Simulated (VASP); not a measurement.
```
CELL_PARAMETERS angstrom
      1.82500    -3.16099     0.00000
      1.82500     3.16099     0.00000
      0.00000     0.00000     5.90000
ATOMIC_POSITIONS crystal
  Sn 0.00000 0.00000 0.00000
  S  0.33333 0.66667 0.25000
  S  0.66667 0.33333 0.75000
```

Method: PBE GGA, VASP's PBE PAW potentials (set 64) (plane waves; VASP). Run with 200 eV cut-off, 8×8×4 Γ-centred mesh, Gaussian smearing of 0.050 eV, potentials Sn_d S.

At this cut-off the stress carries a Pulay error, which pulls relaxed volumes low.

Estimate the energy per atom (σ→0), pressure.

```
Item                                    Value
---------------------  ----------------------
energy per atom (σ→0)  -417.5 kJ/mol of atoms
pressure                            -8.07 GPa
```

Only differences to runs with the same potentials and settings are physical.

The compound is SnS2 in the 1T layered structure. The cell was not relaxed at this level. The run is one of a series of settings (ENCUT = 200 against the base run), some of them coarse on purpose.
